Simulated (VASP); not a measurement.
Here is a VASP 6.6.1 calculation.

File INCAR:

```
ALGO = Normal
EDIFF = 1E-6
ENCUT = 520
GGA = PS
ISIF = 2
ISMEAR = 0
LASPH = True
LCHARG = False
LREAL = False
LWAVE = False
NBANDS = 54
NELM = 100
PREC = Accurate
SIGMA = 0.1
```

File KPOINTS:

```
k-points
0
Gamma
  3 3 2
```

File POSCAR:

```
LuB4Os6
1.0
    5.4417090000      0.0000002900      0.0000000000
   -2.7208547500      4.7126598600      0.0000000000
    0.0000000000      0.0000000000      6.1130700000
B Os Lu
4 6 1
Direct
    0.2516849419      0.5963935464      0.0135027081
    0.7450366744      0.4150441241     -0.0046166656
    0.4008579814      0.7466776700      0.4870511870
    0.5834649315      0.2524792508      0.5049575745
    0.4765547266      0.0069342713      0.1867676961
    0.4949759199      0.5031385517      0.2504975405
   -0.0088359388      0.5216788556      0.3135172671
    0.5722627375     -0.0036311057      0.7877081401
    0.4968668275      0.5012464141      0.7500131685
    0.0013300645      0.4258991863      0.7130175182
   -0.0208600631      0.0189523557      0.2501391281
```

Potentials or basis: VASP PAW PBE potentials, release 64 (B, Os, Lu).

Run with:

```console
$ cat potpaw_PBE.64/B/POTCAR potpaw_PBE.64/Os/POTCAR potpaw_PBE.64/Lu/POTCAR > POTCAR
$ mpirun -np 1 vasp_std > vasp.out
```

(1) Estimate the pressure.

(2) What does it give for the band gap on the k mesh?

(3) Estimate the largest force.

Answers

(1) -3.4 GPa.

(2) none (metal or under the smearing width).

(3) 0.071 eV/Å.

Caveat: the k mesh is coarse (spacing up to 0.51 Å⁻¹), so the values aren't converged; the PAW data sets were made with another functional, which shifts forces and pressure a little.
